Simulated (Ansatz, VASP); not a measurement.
## Cross-check of Ba (Barium) between VASP and Ansatz

One calculation is typed for both programs; each brings its own data sets and cutoff. How far apart do they land?

Program: Ansatz 0.2.0. Level of theory: plane waves, with VASP 6.6.1 beside it; band structure at LDA, spin-orbit coupling and single point at LDA, spin-orbit coupling. Results are calculated unless marked as measured.

## Step 1: Starting point

It takes space group Im-3m (No. 229, cubic). The conventional cell has a = 5.025 Å, b = 5.025 Å, c = 5.025 Å, α = 90.00°, β = 90.00°, γ = 90.00°. Nearest to Ba lie 8 Ba at 4.35 Å.

## Step 2: VASP: band structure, LDA, spin-orbit coupling

A single point gives forces, pressure and levels at one fixed geometry, so differences don't come from the geometry; what else differs is listed under the comparison.

Lines of VASP's logs that name or quote its potential files are left out, and so is its time.

INCAR

```
SYSTEM = Ba
PREC = Accurate
ENCUT = 400
EDIFF = 1E-06
NELM = 100
ISMEAR = -1
SIGMA = 0.05
LREAL = .FALSE.
ALGO = Normal
GGA = CA
LNONCOLLINEAR = .TRUE.
MAGMOM = 0 0 0
NBANDS = 22
GGA_COMPAT = .FALSE.
LASPH = .TRUE.
LSORBIT = .TRUE.
LORBIT = 11
LWAVE = .FALSE.
LCHARG = .FALSE.
KPAR = 2
```

POSCAR

```
Ba
1.0
   -2.5125000000      2.5125000000      2.5125000000
    2.5125000000     -2.5125000000      2.5125000000
    2.5125000000      2.5125000000     -2.5125000000
Ba
1
Direct
    0.0000000000      0.0000000000      0.0000000000
```

KPOINTS

```
Automatic mesh
0
Gamma
5 5 5
0 0 0
```

KPOINTS_OPT

```
Line mode
16
Line-mode
Reciprocal
  0.00000000   0.00000000   0.00000000 GAMMA
  0.50000000  -0.50000000   0.50000000 H

  0.50000000  -0.50000000   0.50000000 H
  0.00000000   0.00000000   0.50000000 N

  0.00000000   0.00000000   0.50000000 N
  0.00000000   0.00000000   0.00000000 GAMMA

  0.00000000   0.00000000   0.00000000 GAMMA
  0.25000000   0.25000000   0.25000000 P

  0.25000000   0.25000000   0.25000000 P
  0.50000000  -0.50000000   0.50000000 H

  0.25000000   0.25000000   0.25000000 P
  0.00000000   0.00000000   0.50000000 N
```

The projector-augmented-wave data sets are Ba_sv (LDA family, release 64).

Launch:

```
> mpirun -np 2 vasp_ncl
```

Numbers of over 12 decimals in the logs are rounded to 6 here.

Output:

```text
[banner, memory and clock lines left out]
running    2 mpi-ranks, on    1 nodes
 distrk:  each k-point on    1 cores,    2 groups
 distr:  one band on    1 cores,    1 groups

 POSCAR found type information on POSCAR Ba
 POSCAR found :  1 types and       1 ions
 LDA part: xc-table for (Slater(with rela. corr.)+CA(PZ))
 , standard interpolation
 POSCAR, INCAR and KPOINTS ok, starting setup
 FFT: planning ... GRIDC
 FFT: planning ... GRID_SOFT
 FFT: planning ... GRID
 WAVECAR not read
 entering main loop
       N       E                     dE             d eps       ncg     rms          rms(c)
DAV:   1     0.539976388152E+02    0.53998E+02   -0.34885E+03   440   0.609E+02
DAV:   2     0.114403954367E+01   -0.52854E+02   -0.50978E+02   588   0.145E+02
DAV:   3    -0.230726158406E+01   -0.34513E+01   -0.34239E+01   642   0.342E+01
DAV:   4    -0.243109612130E+01   -0.12383E+00   -0.12357E+00   602   0.518E+00
DAV:   5    -0.243290266607E+01   -0.18065E-02   -0.18063E-02   598   0.499E-01    0.168E+00
DAV:   6    -0.242968071234E+01    0.32220E-02   -0.33768E-03   552   0.515E-01    0.992E-01
DAV:   7    -0.242785594822E+01    0.18248E-02   -0.59031E-03   530   0.678E-01    0.129E-01
DAV:   8    -0.242789906636E+01   -0.43118E-04   -0.22426E-04   606   0.753E-02    0.361E-02
DAV:   9    -0.242793793309E+01   -0.38867E-04   -0.29497E-05   630   0.286E-02    0.868E-03
DAV:  10    -0.242793962455E+01   -0.16915E-05   -0.24586E-06   486   0.799E-03    0.186E-03
DAV:  11    -0.242793958563E+01    0.38919E-07   -0.41750E-07   286   0.458E-03
   1 F= -.24279396E+01 E0= -.24222286E+01  d E =-.114220E-01  mag=     0.0000    -0.0000    -0.0000
 Start KPOINTS_OPT (optional k-point list driver)
k-point batch [1-10\96]
       N       E                     dE             ncg
DAV:   1    -0.653427158572E+03   -0.14451E+04      440
DAV:   2    -0.126333455656E+04   -0.60991E+03      616
DAV:   3    -0.130590415376E+04   -0.42570E+02      584
DAV:   4    -0.130775292621E+04   -0.18488E+01      616
DAV:   5    -0.130777157432E+04   -0.18648E-01      548
DAV:   6    -0.130777168125E+04   -0.10693E-03      624
DAV:   7    -0.130777168161E+04   -0.36434E-06      388
[...]
k-point batch [91-96\96]
       N       E                     dE             ncg
DAV:   1     0.563907934382E+03   -0.19246E+04      264
DAV:   2     0.259674801434E+03   -0.30423E+03      336
DAV:   3     0.239001356334E+03   -0.20673E+02      432
DAV:   4     0.238258417178E+03   -0.74294E+00      370
DAV:   5     0.238246969175E+03   -0.11448E-01      390
DAV:   6     0.238246897680E+03   -0.71496E-04      356
DAV:   7     0.238246897430E+03   -0.24906E-06      364
```

From OUTCAR (step 2):

```text
ion  position               nearest neighbor table
   1  0.000  0.000  0.000-

  LATTYP: Found a body centered cubic cell.
 ALAT       =     5.0250000000

 Subroutine GETGRP returns: Found 48 space group operations
 (whereof 48 operations were pure point group operations)

The static configuration has the point symmetry O_h .

 Found     10 irreducible k-points:

   k-points           NKPTS =     10   k-points in BZ     NKDIM =     10   number of bands    NBANDS=     22

   dimension x,y,z NGX =    28 NGY =   28 NGZ =   28
   dimension x,y,z NGXF=    56 NGYF=   56 NGZF=   56

   ENCUT  =  400.0 eV  29.40 Ry    5.42 a.u.   7.10  7.10  7.10*2*pi/ulx,y,z

   NELECT =      10.0000    total number of electrons

 k-points in reciprocal lattice and weights: Automatic mesh
   0.00000000  0.00000000  0.00000000       0.008
   0.20000000  0.00000000  0.00000000       0.096
   0.40000000  0.00000000  0.00000000       0.096
   0.20000000  0.20000000  0.00000000       0.192
   0.40000000  0.20000000  0.00000000       0.192
   0.20000000  0.20000000  0.20000000       0.064
  -0.20000000  0.20000000  0.20000000       0.048
  -0.40000000  0.40000000  0.20000000       0.192
  -0.40000000 -0.40000000  0.20000000       0.064
  -0.40000000  0.40000000  0.40000000       0.048

 average (electrostatic) potential at core
       1 -38.8367

 E-fermi :   1.4818

 k-point     1 :       0.0000    0.0000    0.0000
  band No.  band energies     occupation
    ...
      6     -11.7492      1.00000
      7     -11.7492      1.00000
      8     -11.7492      1.00000
      9      -1.3443      1.00000
     10      -1.3443      1.00000
     11       3.1157      0.00000
     12       3.1157      0.00000
     13       3.1157      0.00000
     14       3.1157      0.00000
     15       3.2014      0.00000
    ...

 k-point     2 :       0.2000    0.0000    0.0000
  band No.  band energies     occupation
    ...
      6     -11.8868      1.00000
      7     -11.7763      1.00000
      8     -11.7763      1.00000
      9      -0.6540      1.00000
     10      -0.6540      1.00000
     11       2.6747      0.00000
     12       2.6747      0.00000
     13       2.7325      0.00000
     14       2.7325      0.00000
     15       3.8929      0.00000
    ...

 k-point     3 :       0.4000    0.0000    0.0000
  band No.  band energies     occupation
    ...
      6     -12.0868      1.00000
      7     -11.8172      1.00000
      8     -11.8172      1.00000
      9       0.4004      1.00000
     10       0.4004      1.00000
     11       2.1188      0.00000
     12       2.1188      0.00000
     13       2.4796      0.00000
     14       2.4796      0.00000
     15       4.5598      0.00000
    ...

  Total       -0.5826814     -0.5826814     -0.5826814     -0.0000000     -0.0000000      0.0000000
  in kB      -14.7151101    -14.7151101    -14.7151101     -0.0000000     -0.0000000      0.0000000
  external PRESSURE =     -14.7151101 kB  Pullay stress =       0.0000000 kB

  energy-cutoff  :      400.00
  volume of cell :       63.44
      direct lattice vectors                 reciprocal lattice vectors
    -2.512500000  2.512500000  2.512500000     0.000000000  0.199004975  0.199004975
     2.512500000 -2.512500000  2.512500000     0.199004975  0.000000000  0.199004975
     2.512500000  2.512500000 -2.512500000     0.199004975  0.199004975  0.000000000

 POSITION                                       TOTAL-FORCE (eV/Angst)
 -----------------------------------------------------------------------------------
      0.00000      0.00000      0.00000        -0.000000      0.000000     -0.000000
 -----------------------------------------------------------------------------------
    total drift:                                0.000000      0.000000      0.000000

  FREE ENERGIE OF THE ION-ELECTRON SYSTEM (eV)
  ---------------------------------------------------
  free  energy   TOTEN  =        -2.4279395856 eV

  energy  without entropy=       -2.4165175559  energy(sigma->0) =       -2.42222857

 Spin-Orbit-Coupling matrix elements
 Ion:    1  E_soc:     -0.4171579

 total charge
# of ion       s       p       d       tot
------------------------------------------
    1        2.070   5.534   0.282   7.885

 magnetization (x)
# of ion       s       p       d       tot
------------------------------------------
    1        0.000  -0.000   0.000  -0.000

 magnetization (y)
# of ion       s       p       d       tot
------------------------------------------
    1       -0.000   0.000   0.000   0.000

 magnetization (z)
# of ion       s       p       d       tot
------------------------------------------
    1        0.000   0.000  -0.000   0.000

[... 3 further parts left out ...]
```

The run ends at a pressure of -1.47 GPa.

## Step 3: Ansatz: band structure, LDA, spin-orbit coupling

Ansatz runs on its fully relativistic PAW (standard-fr) files.

The same cell, functional (in two slightly different forms), mesh and smearing now go to Ansatz, which takes its cutoff from its data sets.

input.yaml

```yaml
crystal:
  lattice:
    - [-2.5125, 2.5125, 2.5125]
    - [2.5125, -2.5125, 2.5125]
    - [2.5125, 2.5125, -2.5125]
  atoms:
    - { symbol: Ba, position: [0.0, 0.0, 0.0] }
hamiltonian:
  xc: lda
  pseudopotentials: { kind: paw_fr }
magnetization:
  noncollinear: true
  spin_orbit: true
kpoints:
  mp_grid: { grid: [5, 5, 5] }
  band_path:
    path:
      - [0.0, 0.0, 0.0]
      - [0.1, -0.1, 0.1]
      - [0.2, -0.2, 0.2]
      - [0.3, -0.3, 0.3]
      - [0.43333, -0.43333, 0.43333]
      - [0.5, -0.5, 0.5]
      - [0.4, -0.4, 0.5]
      - [0.3, -0.3, 0.5]
      - [0.16667, -0.16667, 0.5]
      - [0.06667, -0.06667, 0.5]
      - [0.0, 0.0, 0.5]
      - [0.0, 0.0, 0.36667]
      - [0.0, 0.0, 0.26667]
      - [0.0, 0.0, 0.16667]
      - [0.0, 0.0, 0.06667]
      - [0.01667, 0.01667, 0.01667]
      - [0.06667, 0.06667, 0.06667]
      - [0.11667, 0.11667, 0.11667]
      - [0.16667, 0.16667, 0.16667]
      - [0.23333, 0.23333, 0.23333]
      - [0.26667, 0.2, 0.26667]
      - [0.31667, 0.05, 0.31667]
      - [0.38333, -0.15, 0.38333]
      - [0.43333, -0.3, 0.43333]
      - [0.48333, -0.45, 0.48333]
      - [0.23333, 0.23333, 0.26667]
      - [0.16667, 0.16667, 0.33333]
      - [0.11667, 0.11667, 0.38333]
      - [0.06667, 0.06667, 0.43333]
      - [0.0, 0.0, 0.5]
    npoints: 1
scf:
  occupations: { method: fermi_dirac, width: 0.05 }
  n_extra_bands: 12
output:
  forces: true
  stress: true
  eigenvalues: true
  write_density: true
  write_potential: true
  elf: true
  volumetric_format: npy
```

Launch:

```
> ansatz run input.yaml --threads 2 --pin off --max-ram 4608MiB --backend cpu --events-out ev --progress --plain --runs-dir out
```

Output:

```text
scf.n_extra_bands = 12 over 10 filled bands (N_el = 10.0): the run solves 22 bands
Engine: ansatz 0.2.0, aarch64-unknown-linux-gnu
Pseudopotentials: kind: paw_fr
Pseudopotential: Ba, paw_fr, valence charge 10, recommended cutoff 420 eV (normal), Ba.paw.azcp#standard-fr
Functional definition: SPW92
  exchange = slater_x
  correlation = pw_c
non-collinear run that drives no moment, with spin-orbit: no starting moment large enough to seed its density (crystal.atoms[].spin), no starting occupations that ask for one, no magnetisation constraint and no magnetic field, so the semilocal B_xc is pinned to zero
Crystal: 1 atoms, lattice volume = 63.442 Å³
Basis set: ecut = 420 eV, 1253 PW (Γ)
Bands: 22, of which v1, the nominal top of the filled ones, is band 10 counted from 1 (9 counted from 0)
Symmetry: 48 space group operations + 48 with time reversal
Magnetic group: BNS 229.141 (UNI 1643), of the structure as read, at distance tolerance 4.0e-5 Å
k-points: 10 of 125
Projection manifold: j_resolved (fully-relativistic pseudo-atomic orbitals)
Non-local potential: Ba, projectors of the file, l = 0: 3, l = 1: 4, l = 2: 4, l = 3: 4
PAW form: soft (Blöchl's): semilocal exchange-correlation on the pseudo side does not see the compensation charge
PAW frozen core: Ba, regenerated for the run's functional, and the local potential with it (the file was generated under x = pbe(κ = 0.804, μ = 0.219515), c = pbe(β = 0.066725))
PAW one-centre angular grid: Ba, 194 points (default); XC on 64 Gauss nodes
Initial density: superposition of atomic densities (chi_scale 0.1, normalization cell)
Initial wavefunctions: pseudopotential atomic-orbital guess
Functional: x = slater, c = lda
SCF iter   1: F=—  HF=-5784.135265 eV  |F-HF|=—  |Δ(HF+E_count)|=         —  Δρ=3.77e-3  dr2=7.42e-3  dr2_m=0.00e0 (ungated)  ethr=3.10e-3  |M|=0.00e0 ∫|m|=0.00e0 μB  |m|>n=0.0e0 m-floor=0.0e0 τ_xc=0.0e0  β_m=0.30  ⟨swp⟩=8.6  Hψ=759  notcnv=0  defer=8
preconditioner: auto → Kerker (q_TF=auto, 2.005 Å⁻¹)  [metal: Δε(μ)=0.059 eV  Ē_g=3.716 eV  σ=0.050 eV  W_gap=0.28  n_scr=12 (ndim 8)  ℏωp=6.6 eV  f_vac=0.000  D(μ)=1.60/eV (n_scr^D=12)]
spin=Noncollinear: Kerker preconditioning applied to the charge; magnetization (m_x, m_y, m_z) channels mix plain (no charge-response kernel on spin).
SCF iter   2: F=—  HF=-5784.135852 eV  |F-HF|=—  |Δ(HF+E_count)|=   5.87e-4  Δρ=2.92e-3  dr2=4.70e-3  dr2_m=0.00e0 (ungated)  ethr=7.42e-5  |M|=0.00e0 ∫|m|=0.00e0 μB  |m|>n=0.0e0 m-floor=0.0e0 τ_xc=0.0e0  β_m=0.62  ⟨swp⟩=1.4  Hψ=158  notcnv=0  defer=24
SCF iter   3: F=—  HF=-5784.137022 eV  |F-HF|=—  |Δ(HF+E_count)|=   1.17e-3  Δρ=3.97e-4  dr2=1.30e-4  dr2_m=0.00e0 (ungated)  ethr=4.70e-5  |M|=0.00e0 ∫|m|=0.00e0 μB  |m|>n=0.0e0 m-floor=0.0e0 τ_xc=0.0e0  β_m=0.69  ⟨swp⟩=1.1  Hψ=98  notcnv=0  defer=24
SCF iter   4: F=—  HF=-5784.137071 eV  |F-HF|=—  |Δ(HF+E_count)|=   4.87e-5  Δρ=2.00e-4  dr2=2.99e-5  dr2_m=0.00e0 (ungated)  ethr=1.30e-6  |M|=0.00e0 ∫|m|=0.00e0 μB  |m|>n=0.0e0 m-floor=0.0e0 τ_xc=0.0e0  β_m=0.85  ⟨swp⟩=1.9  Hψ=122  notcnv=0  defer=24
SCF iter   5: F=—  HF=-5784.137078 eV  |F-HF|=—  |Δ(HF+E_count)|=   6.86e-6  Δρ=2.53e-5  dr2=6.31e-7  dr2_m=0.00e0 (ungated)  ethr=2.99e-7  |M|=0.00e0 ∫|m|=0.00e0 μB  |m|>n=0.0e0 m-floor=0.0e0 τ_xc=0.0e0  β_m=0.92  ⟨swp⟩=2.8  Hψ=150  notcnv=0  defer=24
SCF iter   6: F=-5784.137078 eV  HF=-5784.137078 eV  |F-HF|=2.08e-8  |Δ(HF+E_count)|=   1.20e-7  Δρ=1.11e-5  dr2=6.83e-8  dr2_m=0.00e0 (ungated)  ethr=1.00e-9  |M|=0.00e0 ∫|m|=0.00e0 μB  |m|>n=0.0e0 m-floor=0.0e0 τ_xc=0.0e0  ⟨swp⟩=16.3  Hψ=882  notcnv=0
SCF 1 converged in 6 iterations: F = -5784.137078 eV  dr2 = 6.83e-8
  greatest PAW one-centre occupation: 0.960 electrons in one spin orbital (limit 2), on the Ba atom at site 0 (counted from 0), in its partial waves of l = 0
NSCF: frozen V_eff on 30 k-points
SCF converged after 6 iterations
Magnetization: |M| = 0.0000 μB,  M = (+0.0000, +0.0000, +0.0000) μB
Absolute magnetization: 0.0000 μB (∫|m|)
  site 0: m = (+0.0000, +0.0000, +0.0000) μB, |m| = 0.0000 μB  (R = 1.80 Å)
Free energy (F): -5784.137078 eV
Harris-Foulkes:  -5784.137078 eV  (|F-HF|=2.08e-8)
Internal energy: -5784.125432 eV  (E = F + TS)
E sigma→0 (E₀):  -5784.131255 eV
Entropy (-TS):   -0.011646 eV (-11.646 meV/atom)
Fermi energy:    5.621617 eV
--- Per-component energies (eV) ---
  E_band       = -88.157002
  E_kinetic    = 166.346039
  E_local      = -382.423581  (includes V_loc(G=0)·N_el)
  E_nonlocal   = 60.086133
  E_hartree    = 119.969630
  E_xc         = -164.889681
  E_vxc        = -133.228840  (∫ρ·V_xc dr)
  E_paw        = -5062.068087  (= ΣΔE_a)
  E_vpaw       = -38.879830  (= ΣTr[D̂ρ^β])
  E_aug_tail   = -0.000002  (compensation charges beyond the density's cutoff)
  E_ewald      = -521.429567
  E_core_change = 0.283684  (= ΣΔE_core)
  E_smearing   = -0.011646  (= −TS)
  E_closure    = -0.000000  (closes the sum)
  Σ components = -5784.137078   (vs F -5784.137078, Δ=0.00e0)
--- Forces (eV/Å), atoms counted from 1 ---
  atom   1  Ba     0.00000000     0.00000000     0.00000000
  max |Σ_I F_I| component: 2.51e-31 eV/Å
--- Stress (GPa, compression-positive) ---
       -1.465661       0.000000      -0.000000
       -0.000000      -1.465661      -0.000000
        0.000000       0.000000      -1.465661
  P = ⅓ Tr σ = -1.4657 GPa (-14.657 kbar)
--- Band table (eV; the first three rows and the last of 10) ---
  k-point 0: bands = [... 6 lower, -7.6081, -7.6081, 2.7920, 2.7920, 7.2792, 7.2792, 7.2792, 7.2792, ... 8 higher]
  k-point 1: bands = [... 6 lower, -7.6350, -7.6350, 3.4805, 3.4805, 6.8231, 6.8231, 6.8559, 6.8559, ... 8 higher]
  k-point 2: bands = [... 6 lower, -7.6758, -7.6758, 4.5430, 4.5430, 6.2759, 6.2759, 6.5935, 6.5935, ... 8 higher]
  k-point 9: bands = [... 6 lower, -7.9289, -7.9289, 5.2337, 5.2337, 5.2361, 5.2361, 8.3455, 8.3455, ... 8 higher]
```

Elapsed: 3.1 s, on 2 threads of Arm Neoverse V2, shared host; peak memory 0.38 GiB.

## Step 4: Comparison

Known differences besides the potentials themselves: spin-orbit coupling enters by fully relativistic files in Ansatz and inside the spheres in VASP; the two LDA forms differ slightly; the cutoff is 420 eV in Ansatz and 400 eV in VASP; VASP's log shows a relativistic correction to its local exchange, Ansatz's none. Total energies have different zeros and are not compared.

The two programs side by side:

```tsv
quantity	Ansatz	VASP	difference
pressure (GPa)	-1.47	-1.47	+0.01
```

Levels from 3 eV below to 2 eV above the Fermi level differ by 18 meV r.m.s. and 77 meV at most; each VASP level is matched to the nearest of Ansatz, which flatters the figure a little.

(Part 1 of 2 ends here.)

[Lines on the potential files, build, host, timing and source positions are cut from VASP's logs without a mark.]

[Logs are printed without paths, hosts, clocks, repeated set-up lines and the standing remarks that a program may print on its own settings, such as how far it seeks lower states.]

[Hosts, paths, dates, database ids (printed as entryN), source tags and the programs' standing remarks are cut or masked in the printed files.]
